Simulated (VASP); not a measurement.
# NaB3 (P4/mmm) in VASP: further runs

Aim: see how the results for NaB3 move with the level of theory and the settings. Levels: optPBE-vdW, vdW-DF2. Tasks: elastic constants, band structure.

All numbers are computed with VASP 6.6.1; they aren't measurements. Logs are shortened: lines on timing, memory, paths and dates and some standing lists are left out, and cuts for length are marked.

## Step 1: The crystal as given

The structure is tetragonal, space group P4/mmm (No. 123). The conventional cell has a = 3.482 Å, b = 3.482 Å, c = 3.397 Å, α = 90.00°, β = 90.00°, γ = 90.00°. Na (site symmetry 4/mmm) is surrounded by 12 B at 2.43 to 2.46 Å. B (site symmetry mmm) is surrounded by 4 Na at 2.43 Å and 8 B at 2.43 to 2.46 Å. B (site symmetry 4/mmm) is surrounded by 8 B at 2.43 Å and 4 Na at 2.46 Å.

The cell was built by a generator and needn't be a form met in nature.

## Step 2: Elastic constants, optPBE-vdW

Contents of POSCAR:

```
NaB3
1.0
    3.4824699000      0.0000000000      0.0000000000
    0.0000000000      3.4824699000      0.0000000000
    0.0000000000      0.0000000000      3.3972046100
Na B
1 3
Direct
    0.0000000000      0.0000000000      0.0000000000
    0.0000000000      0.5000000000      0.5000000000
    0.5000000000      0.0000000000      0.5000000000
    0.5000000000      0.5000000000      0.0000000000
```

Contents of INCAR.step1:

```
PREC = Accurate
ENCUT = 600
EDIFF = 1E-8
ISMEAR = 0
SIGMA = 0.01
LREAL = F
LASPH = T
NELM = 60
ALGO = Normal
ISIF = 3
LWAVE = F
LCHARG = F
GGA = OR
LUSE_VDW = T
AGGAC = 0.0
NBANDS = 12
NELMDL = -12
IBRION = 2
NSW = 40
EDIFFG = -0.002
```

Contents of INCAR.step2:

```
PREC = Accurate
ENCUT = 600
EDIFF = 1E-8
ISMEAR = 0
SIGMA = 0.01
LREAL = F
LASPH = T
NELM = 60
ALGO = Normal
ISIF = 3
LWAVE = F
LCHARG = F
GGA = OR
LUSE_VDW = T
AGGAC = 0.0
NBANDS = 12
NELMDL = -12
IBRION = 6
NFREE = 2
POTIM = 0.015
NSW = 1
```

Contents of KPOINTS:

```
Automatic mesh
0
Gamma
  6 6 6
```

Potentials or basis: VASP PAW PBE potentials, release 64 (Na_pv, B).

Run with:

```sh
$ cat potpaw_PBE.64/Na_pv/POTCAR potpaw_PBE.64/B/POTCAR > POTCAR
$ cp INCAR.step1 INCAR
$ mpirun -np 1 vasp_std > vasp.out
$ cp CONTCAR POSCAR
$ cp INCAR.step2 INCAR
$ mpirun -np 1 vasp_std > vasp.out
```

OUTCAR:

```text
PREC = Accurate
   ENCUT = 600
   EDIFF = 1E-8
   ISMEAR = 0
   LREAL = F
   LASPH = T
   NELM = 60
   ISIF = 3
   GGA = OR
   NELMDL = -12
   IBRION = 6
   NFREE = 2
   POTIM = 0.015
   NSW = 1

 ion  position               nearest neighbor table
   1  0.000  0.000  0.000-   2 2.35   3 2.35   2 2.35   3 2.35   2 2.35   2 2.35   3 2.35   3 2.35
                             4 2.35   4 2.35   4 2.35   4 2.35
   2  0.000  0.500  0.500-   1 2.35   1 2.35   1 2.35   1 2.35
   3  0.500  0.000  0.500-   1 2.35   1 2.35   1 2.35   1 2.35
   4  0.500  0.500  0.000-   1 2.35   1 2.35   1 2.35   1 2.35

  LATTYP: Found a simple tetragonal cell.
 ALAT       =     3.3289201081
 C/A-ratio  =     0.9989175061

  Lattice vectors:

 A1 = (   3.3289201081,   0.0000000000,   0.0000000000)
 A2 = (   0.0000000000,   3.3289201081,   0.0000000000)
 A3 = (   0.0000000000,   0.0000000000,   3.3253165725)

Analysis of symmetry for initial positions (statically):
=====================================================================
 Subroutine PRICEL returns:
 Original cell was already a primitive cell.

 Routine SETGRP: Setting up the symmetry group for a
 simple tetragonal supercell.

 Subroutine GETGRP returns: Found 16 space group operations
 (whereof 16 operations were pure point group operations)
 out of a pool of 16 trial point group operations.

The static configuration has the point symmetry D_4h.

Analysis of symmetry for dynamics (positions and initial velocities):
=====================================================================
 Subroutine PRICEL returns:
 Original cell was already a primitive cell.

 Routine SETGRP: Setting up the symmetry group for a
 simple tetragonal supercell.

 Subroutine GETGRP returns: Found 16 space group operations
 (whereof 16 operations were pure point group operations)
 out of a pool of 16 trial point group operations.

The dynamic configuration has the point symmetry D_4h.

 Subroutine INISYM returns: Found 16 space group operations
 (whereof 16 operations are pure point group operations),
 and found     1 'primitive' translations

----------------------------------------------------------------------------------------

                                     Primitive cell

  volume of cell :      36.8502

  direct lattice vectors                    reciprocal lattice vectors
     3.328920108  0.000000000  0.000000000     0.300397717  0.000000000  0.000000000
     0.000000000  3.328920108  0.000000000     0.000000000  0.300397717  0.000000000
     0.000000000  0.000000000  3.325316573     0.000000000  0.000000000  0.300723248

  length of vectors
     3.328920108  3.328920108  3.325316573     0.300397717  0.300397717  0.300723248

  position of ions in fractional coordinates (direct lattice)
     0.000000000  0.000000000  0.000000000
     0.000000000  0.500000000  0.500000000
     0.500000000  0.000000000  0.500000000
     0.500000000  0.500000000  0.000000000

  ion indices of the primitive-cell ions
   primitive index   ion index
                 1           1
                 2           2
                 3           3
                 4           4

----------------------------------------------------------------------------------------

 KPOINTS: Automatic mesh

Automatic generation of k-mesh.
 Grid dimensions read from file:
 generate k-points for:    6    6    6
[... 118 lines left out ...]

------------------------ aborting loop because EDIFF is reached ----------------------------------------

  FORCE on cell =-STRESS in cart. coord.  units (eV):
  Direction    XX          YY          ZZ          XY          YZ          ZX
  --------------------------------------------------------------------------------------
  -------------------------------------------------------------------------------------
  Total        0.0008611      0.0008611      0.0006022      0.0000000     -0.0000000      0.0000000
  in kB        0.0374411      0.0374411      0.0261834      0.0000000     -0.0000000      0.0000000
  external PRESSURE =       0.0336886 kB  Pullay stress =       0.0000000 kB
[... 103 lines left out ...]
  energy  without entropy=       -9.3286582517  energy(sigma->0) =       -9.32876363

Total vdW correction in eV:      1.9646711

[... ionic steps 4 to 24 ...]

--------------------------------------- Ionic step       25  -------------------------------------------

 number of electron      15.9999996 magnetization

------------------------ aborting loop because EDIFF is reached ----------------------------------------
[... 75 lines left out ...]
--------------------------------------- Ionic step       27  -------------------------------------------

 number of electron      15.9999996 magnetization

 Free energy of the ion-electron system (eV)
  ---------------------------------------------------
  ext. energy  EPLUGINS =         0.00000000
  ---------------------------------------------------
  free energy    TOTEN  =        -9.33548483 eV

  energy without entropy =       -9.33518358  energy(sigma->0) =       -9.33533421

 E-fermi :   5.1746     XC(G=0): -11.2022

 val. band max:        5.1694833657   @ k =   0.5000   0.3333   0.1667
 cond. band min:       5.2406650779   @ k =   0.5000   0.1667   0.5000
 fundamental gap:      0.0711817122
 Fermi energy:         5.1746061838

 k-point     1 :       0.0000    0.0000    0.0000
  band No.  band energies     occupation
      1     -17.7840      2.00000
      2     -17.7840      2.00000
      3     -17.7833      2.00000
      4      -7.0903      2.00000
      5       2.6347      2.00000
      6       2.6347      2.00000
      7       2.6516      2.00000
      8       4.3377      2.00000
      9       4.3617      2.00000
     10       9.8858      0.00000
     11       9.8869      0.00000
     12       9.8869      0.00000
[... 331 lines left out ...]
 k-point    24 :       0.5000    0.0000    0.3333
  band No.  band energies     occupation
      1     -17.8968      2.00000
      2     -17.8596      2.00000
      3     -17.7552      2.00000
      4      -3.7115      2.00000
      5      -2.2236      2.00000
      6      -0.0190      2.00000
      7       1.9830      2.00000
      8       5.4050      0.00000
      9       6.9030      0.00000
     10       7.9926      0.00000
     11       9.1133      0.00000
     12       9.4649      0.00000

 [... further k-points ...]
[... 5 lines left out ...]
  --------------------------------------------------------------------------------------
  -------------------------------------------------------------------------------------
  Total       -0.0039641     -0.0039641      0.0094138      0.0000000      0.0000000      0.0000000
  in kB       -0.1723528     -0.1723528      0.4092961      0.0000000      0.0000000      0.0000000
  external PRESSURE =       0.0215302 kB  Pullay stress =       0.0000000 kB
[... 23 lines left out ...]
  energy  without entropy=       -9.3351835819  energy(sigma->0) =       -9.33533421

Total vdW correction in eV:      1.9793546

 INTERNAL STRAIN TENSORS FROM STRAINED CELLS
 ============================================

 INTERNAL STRAIN TENSOR FOR ION    1 for displacements in x,y,z  (eV/Angst):
          X           Y           Z          XY          YZ          ZX
  --------------------------------------------------------------------------------
  x     0.00000     0.00000     0.00000     0.00000     0.00000     0.00000
  y     0.00000     0.00000     0.00000     0.00000     0.00000     0.00000
  z     0.00000     0.00000     0.00000     0.00000     0.00000     0.00000

 INTERNAL STRAIN TENSORS FROM DISPLACED ATOMS
 ============================================

 INTERNAL STRAIN TENSOR FOR ION    1 for displacements in x,y,z  (eV/Angst):
          X           Y           Z          XY          YZ          ZX
  --------------------------------------------------------------------------------
  x     0.00000     0.00000     0.00000     0.00000     0.00000     0.00000
  y     0.00000     0.00000     0.00000     0.00000     0.00000     0.00000
  z     0.00000     0.00000     0.00000     0.00000     0.00000     0.00000

 INTERNAL STRAIN TENSOR FOR ION    4 for displacements in x,y,z  (eV/Angst):
          X           Y           Z          XY          YZ          ZX
  --------------------------------------------------------------------------------
  x     0.00000     0.00000     0.00000     0.00000     0.00000     0.00000
  y     0.00000     0.00000     0.00000     0.00000     0.00000     0.00000
  z     0.00000     0.00000     0.00000     0.00000     0.00000     0.00000

 Eigenvectors and eigenvalues of the dynamical matrix
 ----------------------------------------------------

   1 f  =   16.436277 THz   103.272172 2PiTHz  548.255178 cm-1    67.974948 meV
             X         Y         Z           dx          dy          dz
      0.000000  0.000000  0.000000     0.000000   -0.000000    0.748005
      0.000000  1.664460  1.662658    -0.000000    0.000000   -0.449036
      1.664460  0.000000  1.662658    -0.000000    0.000000   -0.449036
      1.664460  1.664460  0.000000    -0.000000    0.000000   -0.192929
[... 71 lines left out ...]
  12 f/i=   17.270854 THz   108.515979 2PiTHz  576.093694 cm-1    71.426483 meV
             X         Y         Z           dx          dy          dz
      0.000000  0.000000  0.000000     0.147241    0.061906    0.000000
      0.000000  1.664460  1.662658    -0.807565    0.124578   -0.000000
      1.664460  0.000000  1.662658     0.296302   -0.339534    0.000000
      1.664460  1.664460  0.000000     0.296896    0.124827    0.000000

--------------------------------------------------------------------------------------------------------

 ELASTIC MODULI CONTR FROM IONIC RELAXATION (kBar)
 Direction    XX          YY          ZZ          XY          YZ          ZX
 --------------------------------------------------------------------------------
 XX           0.0000      0.0000      0.0000      0.0000      0.0000      0.0000
 YY           0.0000      0.0000      0.0000      0.0000      0.0000      0.0000
 ZZ           0.0000      0.0000      0.0000      0.0000      0.0000      0.0000
 XY           0.0000      0.0000      0.0000      0.0000      0.0000      0.0000
 YZ           0.0000      0.0000      0.0000      0.0000      0.0000      0.0000
 ZX           0.0000      0.0000      0.0000      0.0000      0.0000      0.0000
 --------------------------------------------------------------------------------

 TOTAL ELASTIC MODULI (kBar)
 Direction    XX          YY          ZZ          XY          YZ          ZX
 --------------------------------------------------------------------------------
 XX        1669.0120    618.5344    677.3338      0.0000      0.0000      0.0000
 YY         618.5344   1669.0120    677.3338      0.0000     -0.0000     -0.0000
 ZZ         677.3338    677.3338   1754.4623      0.0000      0.0000     -0.0000
 XY           0.0000      0.0000      0.0000    -80.6841      0.0000      0.0000
 YZ           0.0000     -0.0000      0.0000      0.0000    -77.3570      0.0000
 ZX           0.0000     -0.0000     -0.0000      0.0000      0.0000    -77.3570
 --------------------------------------------------------------------------------
```

Run time: 27 min. Hardware: 1 thread of AMD EPYC 7R43 (Zen 3), shared host; peak memory 0.29 GiB.

What came out:

```
Relaxed volume                                          : 9.21 Å³/atom
Relaxed cell                                            : a = 3.329 Å, b = 3.329 Å, c = 3.325 Å, α = 90.00°, β = 90.00°, γ = 90.00°
Space group after relaxing (to 0.05 Å)                  : Pm-3m (No. 221)
Elastic constants C11, C12, C44                         : 167, 62, -8 GPa
Voigt bulk modulus                                      : 100 GPa
Highest phonon frequency at Γ, LO-TO splitting left out : 548 cm⁻¹
Most unstable mode                                      : 576i cm⁻¹
```

The path:
```csv
step,energy change (eV),largest force (eV/Å),pressure (GPa),volume (Å³)
1,0.0000,0.0000,-7.82,41.20
2,-0.1105,0.0000,-3.19,38.27
3,-0.1256,0.0000,-0.79,37.21
4,-0.1265,0.0000,0.28,36.84
5,-0.1265,0.0000,0.03,36.93
6,-0.1279,0.0000,0.05,36.92
7,-0.1287,0.0000,-0.19,36.91
8,-0.1261,0.0000,-0.03,36.89
9,-0.1288,0.0000,-0.19,36.91
10,-0.1288,0.0000,-0.19,36.91
11,-0.1288,0.0000,0.06,36.83
12,-0.1288,0.0000,0.00,36.85
```

Final structure:
```
CELL_PARAMETERS angstrom
3.32892 0.00000 0.00000
0.00000 3.32892 0.00000
0.00000 0.00000 3.32532
ATOMIC_POSITIONS crystal
Na 0.00000 0.00000 0.00000
B 0.00000 0.50000 0.50000
B 0.50000 0.00000 0.50000
B 0.50000 0.50000 0.00000
```

Phonon frequencies in cm⁻¹ (negative: imaginary):
| q point | frequencies |
| --- | --- |
| (0.000, 0.000, 0.000) | -576 -576 -573 0 0 0 171 171 173 548 548 548 |

Elastic tensor in Voigt notation (GPa, in the Cartesian axes of the cell as first typed):
```
167  62  68   0   0   0
 62 167  68   0   0   0
 68  68 175   0   0   0
  0   0   0  -8   0   0
  0   0   0   0  -8   0
  0   0   0   0   0  -8
```

Clamped-ion elastic tensor (GPa):
```
167  62  68   0   0   0
 62 167  68   0   0   0
 68  68 175   0   0   0
  0   0   0  -8   0   0
  0   0   0   0  -8   0
  0   0   0   0   0  -8
```

Caveat: some modes are imaginary; the elastic tensor has a negative eigenvalue, so either the cell is unstable as it stands or the mesh is too thin; the PAW data sets were made with another functional, which shifts forces and pressure a little.

## Step 3: Band structure, vdW-DF2, non-collinear spin, ferromagnetic start

Contents of INCAR:

```
SYSTEM = NaB3
PREC     = Accurate       ! precision mode
ENCUT    = 500            ! plane-wave cutoff, eV
EDIFF    = 1E-6           ! SCF threshold, eV
ISMEAR   = -1             ! smearing method
SIGMA    = 0.05           ! smearing width, eV
LREAL    = .False.        ! projectors in reciprocal space
LASPH    = .True.         ! aspherical terms in the spheres
NELM     = 80             ! most SCF steps
ALGO     = Fast           ! electronic algorithm
ISIF     = 2              ! what is computed and relaxed
LWAVE    = .False.        ! write WAVECAR
LCHARG   = .False.        ! write CHGCAR
LNONCOLLINEAR= .True.         ! non-collinear magnetism
MAGMOM   = 0.354 0.354 0 0 0 0 0 0 0 0 0 0 ! initial moments
LORBIT   = 11             ! projections on sites
GGA      = ML             ! functional
LUSE_VDW = .True.       
AGGAC    = 0.0          
ZAB_VDW  = -1.8867
```

Contents of KPOINTS:

```
Automatic mesh
0
Gamma
  6 6 6
  0 0 0
```

POSCAR is that of step 2.

Contents of KPOINTS_OPT:

```
path GXMGZRAZ,XR,MA
10
line-mode
reciprocal
 0.0000000000  0.0000000000  0.0000000000  G
 0.0000000000  0.5000000000  0.0000000000  X

 0.0000000000  0.5000000000  0.0000000000  X
 0.5000000000  0.5000000000  0.0000000000  M

 0.5000000000  0.5000000000  0.0000000000  M
 0.0000000000  0.0000000000  0.0000000000  G

 0.0000000000  0.0000000000  0.0000000000  G
 0.0000000000  0.0000000000  0.5000000000  Z

 0.0000000000  0.0000000000  0.5000000000  Z
 0.0000000000  0.5000000000  0.5000000000  R

 0.0000000000  0.5000000000  0.5000000000  R
 0.5000000000  0.5000000000  0.5000000000  A

 0.5000000000  0.5000000000  0.5000000000  A
 0.0000000000  0.0000000000  0.5000000000  Z

 0.0000000000  0.5000000000  0.0000000000  X
 0.0000000000  0.5000000000  0.5000000000  R

 0.5000000000  0.5000000000  0.0000000000  M
 0.5000000000  0.5000000000  0.5000000000  A
```

Potentials or basis: VASP PAW PBE potentials, release 64 (Na, B).

Run with:

```sh
$ cat potpaw_PBE.64/Na/POTCAR potpaw_PBE.64/B/POTCAR > POTCAR
$ mpirun -np 1 vasp_ncl > vasp.out
```

Run time: 4.7 min. Hardware: 1 thread of AMD EPYC 7R43 (Zen 3), shared host; peak memory 0.42 GiB.

It converged, with:

```yaml
Free_energy: -9.3769 eV
Pressure: -4.2 GPa
Band_gap_along_the_path: none (metal or under the smearing width)
Net_moment: 0.00 μB per cell
Valence_electrons_inside_the_program's_atomic_spheres: Na 0.25; B 1.51
```

Stress tensor (GPa, compression positive):
```
-5.09  0.00  0.00
 0.00 -5.09  0.00
 0.00  0.00 -2.34
```

Levels at the corners of the path, in eV from the Fermi level:
| point | band 6 | band 7 | band 8 | band 9 | band 10 | band 11 | band 12 | band 13 | band 14 | band 15 |
| --- | --- | --- | --- | --- | --- | --- | --- | --- | --- | --- |
| Γ | -2.36 | -2.04 | -2.04 | -1.42 | -1.41 | -0.97 | -0.97 | 4.11 | 4.11 | 4.11 |
| X | -1.01 | -0.69 | -0.69 | 0.22 | 0.22 | 1.43 | 1.43 | 1.49 | 1.49 | 1.67 |
| X | -1.01 | -0.69 | -0.69 | 0.22 | 0.22 | 1.43 | 1.43 | 1.49 | 1.49 | 1.67 |
| M | -6.43 | -3.93 | -3.93 | 1.76 | 1.76 | 1.76 | 1.76 | 2.01 | 2.01 | 3.10 |
| M | -6.43 | -3.93 | -3.93 | 1.76 | 1.76 | 1.76 | 1.76 | 2.01 | 2.01 | 3.10 |
| Γ | -2.36 | -2.04 | -2.04 | -1.42 | -1.41 | -0.97 | -0.97 | 4.11 | 4.11 | 4.11 |
| Γ | -2.36 | -2.04 | -2.04 | -1.42 | -1.41 | -0.97 | -0.97 | 4.11 | 4.11 | 4.11 |
| Z | -0.87 | -0.87 | -0.87 | 0.03 | 0.03 | 1.27 | 1.27 | 1.49 | 1.49 | 1.49 |
| Z | -0.87 | -0.87 | -0.87 | 0.03 | 0.03 | 1.27 | 1.27 | 1.49 | 1.49 | 1.49 |
| R | -6.26 | -3.96 | -3.96 | 1.57 | 1.57 | 1.61 | 1.61 | 1.82 | 1.82 | 2.60 |
| R | -6.26 | -3.96 | -3.96 | 1.57 | 1.57 | 1.61 | 1.61 | 1.82 | 1.82 | 2.60 |
| A | -4.66 | -4.63 | -4.63 | -3.23 | -3.23 | -3.23 | -3.23 | -3.11 | -3.11 | 7.09 |
| A | -4.66 | -4.63 | -4.63 | -3.23 | -3.23 | -3.23 | -3.23 | -3.11 | -3.11 | 7.09 |
| Z | -0.87 | -0.87 | -0.87 | 0.03 | 0.03 | 1.27 | 1.27 | 1.49 | 1.49 | 1.49 |
| X | -1.01 | -0.69 | -0.69 | 0.22 | 0.22 | 1.43 | 1.43 | 1.49 | 1.49 | 1.67 |
| R | -6.26 | -3.96 | -3.96 | 1.57 | 1.57 | 1.61 | 1.61 | 1.82 | 1.82 | 2.60 |
| M | -6.43 | -3.93 | -3.93 | 1.76 | 1.76 | 1.76 | 1.76 | 2.01 | 2.01 | 3.10 |
| A | -4.66 | -4.63 | -4.63 | -3.23 | -3.23 | -3.23 | -3.23 | -3.11 | -3.11 | 7.09 |

Moments on the atoms (μB; x, y, z):
```
Na  0.00 0.00 0.00
B   0.00 0.00 0.00
B   0.00 0.00 0.00
B   0.00 0.00 0.00
```

Caveat: the PAW data sets were made with another functional, which shifts forces and pressure a little.

## Step 4: For comparison

An earlier run on the cell as given: functional PBE; potentials or basis VASP PAW PBE potentials, release 64 (Na_pv, B); cutoff 520 eV; k mesh 8 × 8 × 8; occupations fermi-dirac, width 0.05 eV; no spin polarisation.

- Pressure: -11.2 GPa
- Band gap on the k mesh: none (metal or under the smearing width)

## Step 5: Summary

```csv
task,level,potentials or basis,spin,cell,k mesh,cutoff (eV),smearing,ions in elastic constants,other keys,pressure (GPa)
elastic constants,optPBE-vdW,"VASP PAW PBE potentials, release 64 (Na_pv, B)",off,relaxed,6 × 6 × 6,600,gaussian 0.01 eV,relaxed,NELMDL = -12; NBANDS = 12,-
band structure,vdW-DF2,"VASP PAW PBE potentials, release 64 (Na, B)","non-collinear, ferromagnetic start",as given,6 × 6 × 6,500,fermi-dirac 0.05 eV,-,-,-4.2
single point,PBE,"VASP PAW PBE potentials, release 64 (Na_pv, B)",off,as given,8 × 8 × 8,520,fermi-dirac 0.05 eV,-,-,-11.2
```

Caveats: the PAW data sets were made with another functional, which shifts forces and pressure a little (some runs); some modes are imaginary (some runs); the elastic tensor has a negative eigenvalue, so either the cell is unstable as it stands or the mesh is too thin (some runs).

Total energies depend on the potentials used, so only differences within one code and one set of settings carry meaning.
